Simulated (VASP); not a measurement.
Level of theory: SCAN meta-GGA, VASP's PBE PAW potentials (set 64) (plane waves; VASP).

VASP ran on this input.

### POSCAR
```
PbSe
1
    0.0000000000     3.0774207327     3.0774207327
    3.0774207327     0.0000000000     3.0774207327
    3.0774207327     3.0774207327     0.0000000000
Pb Se
1 1
Direct
  0.0000000000   0.0000000000   0.0000000000
  0.5000000000   0.5000000000   0.5000000000
```

### INCAR
```
ALGO = Normal
EDIFF = 1E-7
ENCUT = 520
ISIF = 2
ISMEAR = 0
LASPH = T
LCHARG = F
LMAXMIX = 4
LMIXTAU = T
LREAL = F
LWAVE = F
METAGGA = SCAN
NELM = 100
PREC = Accurate
SIGMA = 0.05
SYSTEM = PbSe
```

### KPOINTS
```
kpoints
0
gamma
  8 8 8
```

POTCAR, in this order: Pb_d Se (PBE.64 set). Program: vasp_std.

The run wrote:

**OUTCAR**
```
 ion  position               nearest neighbor table
   1  0.000  0.000  0.000-   2 3.08   2 3.08   2 3.08   2 3.08   2 3.08   2 3.08
   2  0.500  0.500  0.500-   1 3.08   1 3.08   1 3.08   1 3.08   1 3.08   1 3.08
  LATTYP: Found a face centered cubic cell.
 ALAT       =     6.1548414654
 Subroutine PRICEL returns:
 Original cell was already a primitive cell.
 Subroutine GETGRP returns: Found 48 space group operations
The static configuration has the point symmetry O_h .
The dynamic configuration has the point symmetry O_h .
 Subroutine INISYM returns: Found 48 space group operations
 Subroutine IBZKPT returns following result:
 Found     29 irreducible k-points:

 Following reciprocal coordinates:
            Coordinates               Weight
  0.000000  0.000000  0.000000      1.000000
  0.125000  0.000000  0.000000      8.000000
  0.250000  0.000000  0.000000      8.000000
  0.375000  0.000000  0.000000      8.000000
  0.500000  0.000000  0.000000      4.000000
  0.125000  0.125000  0.000000      6.000000
  0.250000  0.125000  0.000000     24.000000
  0.375000  0.125000  0.000000     24.000000
  0.500000  0.125000  0.000000     24.000000
...
```

OSZICAR:
```
       N       E                     dE             d eps       ncg     rms          rms(c)
DAV:   1     0.744950237208E+02    0.74495E+02   -0.98883E+03   812   0.148E+03
DAV:   2    -0.889958088192E+02   -0.16349E+03   -0.15999E+03   872   0.359E+02
DAV:   3    -0.101321134009E+03   -0.12325E+02   -0.11748E+02  1064   0.103E+02
DAV:   4    -0.101606513275E+03   -0.28538E+00   -0.28527E+00   878   0.195E+01
DAV:   5    -0.101616078437E+03   -0.95652E-02   -0.95649E-02  1050   0.360E+00    0.275E+00
DAV:   6    -0.968177604603E+02    0.47983E+01   -0.34445E+00   986   0.398E+01    0.177E+00
DAV:   7    -0.968610600511E+02   -0.43300E-01   -0.10774E+00   812   0.155E+01    0.136E+00
DAV:   8    -0.968902935858E+02   -0.29234E-01   -0.91736E-01   812   0.880E+00    0.691E-01
DAV:   9    -0.969421083337E+02   -0.51815E-01   -0.27335E-01   812   0.629E+00    0.375E-01
DAV:  10    -0.969426465881E+02   -0.53825E-03   -0.67851E-02   862   0.284E+00    0.182E-01
DAV:  11    -0.969380306414E+02    0.46159E-02   -0.60618E-02   820   0.280E+00    0.160E-01
DAV:  12    -0.969425835088E+02   -0.45529E-02   -0.27802E-03   848   0.585E-01    0.108E-01
DAV:  13    -0.969411639865E+02    0.14195E-02   -0.22367E-03   836   0.415E-01    0.364E-02
DAV:  14    -0.969432695297E+02   -0.21055E-02   -0.18076E-03   812   0.516E-01    0.289E-02
DAV:  15    -0.969434474838E+02   -0.17795E-03   -0.19321E-04   854   0.179E-01    0.167E-02
DAV:  16    -0.969434558239E+02   -0.83401E-05   -0.25149E-05   926   0.640E-02    0.136E-02
DAV:  17    -0.969434669137E+02   -0.11090E-04   -0.34765E-06   884   0.264E-02    0.902E-03
DAV:  18    -0.969434609358E+02    0.59779E-05   -0.17652E-05   824   0.424E-02    0.530E-03
DAV:  19    -0.969434606795E+02    0.25629E-06   -0.29733E-06   818   0.167E-02    0.331E-03
DAV:  20    -0.969434583516E+02    0.23279E-05   -0.77425E-07   872   0.103E-02    0.678E-04
DAV:  21    -0.969434568318E+02    0.15197E-05   -0.42478E-07   818   0.717E-03    0.222E-04
DAV:  22    -0.969434561015E+02    0.73033E-06   -0.35958E-08   580   0.260E-03    0.228E-04
DAV:  23    -0.969434560393E+02    0.62230E-07   -0.10978E-08   430   0.174E-03
   1 F= -.96943456E+02 E0= -.96943456E+02  d E =-.210016E-16
```

File OUTCAR:
```
------------------------ aborting loop because EDIFF is reached ----------------------------------------
  FORCE on cell =-STRESS in cart. coord.  units (eV):
  Direction    XX          YY          ZZ          XY          YZ          ZX
  --------------------------------------------------------------------------------------
  Total        0.0060123      0.0060123      0.0060123      0.0000000      0.0000000      0.0000000
  in kB        0.1652581      0.1652581      0.1652581      0.0000000      0.0000000      0.0000000
  external PRESSURE =       0.1652581 kB  Pullay stress =       0.0000000 kB
  volume of cell :       58.29
      direct lattice vectors                 reciprocal lattice vectors
     0.000000000  3.077420733  3.077420733    -0.162473722  0.162473722  0.162473722
     3.077420733  0.000000000  3.077420733     0.162473722 -0.162473722  0.162473722
     3.077420733  3.077420733  0.000000000     0.162473722  0.162473722 -0.162473722
  FREE ENERGIE OF THE ION-ELECTRON SYSTEM (eV)
  ---------------------------------------------------
  free  energy   TOTEN  =       -96.9434560393 eV

  energy  without entropy=      -96.9434560393  energy(sigma->0) =      -96.94345604
```
(Selected blocks of OUTCAR.)

OUTCAR:
```
 val. band max:        4.5844163320   @ k =   0.5000   0.0000   0.0000

 cond. band min:       5.1430322318   @ k =   0.5000   0.0000   0.0000


 Fermi energy:         4.8688058959

 k-point     1 :       0.0000    0.0000    0.0000
  band No.  band energies     occupation
      1     -12.6407      2.00000
      2     -12.6407      2.00000
      3     -12.6197      2.00000
      4     -12.6195      2.00000
      5     -12.6195      2.00000
      6      -9.4328      2.00000
      7      -1.9785      2.00000
      8       2.6764      2.00000
      9       2.6764      2.00000
     10       2.6765      2.00000
     11       9.3644      0.00000
     12       9.3644      0.00000
     13       9.3649      0.00000
     14      11.7571      0.00000

 k-point     2 :       0.1250    0.0000    0.0000
  band No.  band energies     occupation
      1     -12.6435      2.00000
      2     -12.6434      2.00000
      3     -12.6191      2.00000
      4     -12.6162      2.00000
      5     -12.6161      2.00000
      6      -9.3129      2.00000
      7      -2.3793      2.00000
      8       2.7235      2.00000
      9       2.7237      2.00000
     10       2.9641      2.00000
     11       8.4036      0.00000
     12       8.7339      0.00000
     13       8.7342      0.00000
     14      11.5073      0.00000

 k-point     3 :       0.2500    0.0000    0.0000
  band No.  band energies     occupation
      1     -12.6514      2.00000
      2     -12.6512      2.00000
      3     -12.6179      2.00000
      4     -12.6061      2.00000
      5     -12.6061      2.00000
      6      -8.9839      2.00000
      7      -3.2653      2.00000
      8       2.8590      2.00000
      9       2.8591      2.00000
     10       3.5514      2.00000
     11       6.9523      0.00000
     12       7.6288      0.00000
     13       7.6291      0.00000
     14      11.6789      0.00000

 k-point     4 :       0.3750    0.0000    0.0000
  band No.  band energies     occupation
...
```

Unless said otherwise, spin-orbit coupling is left out, though it shifts the bands of the heavy elements here.

The compound is PbSe in the rock salt structure. It was relaxed first.
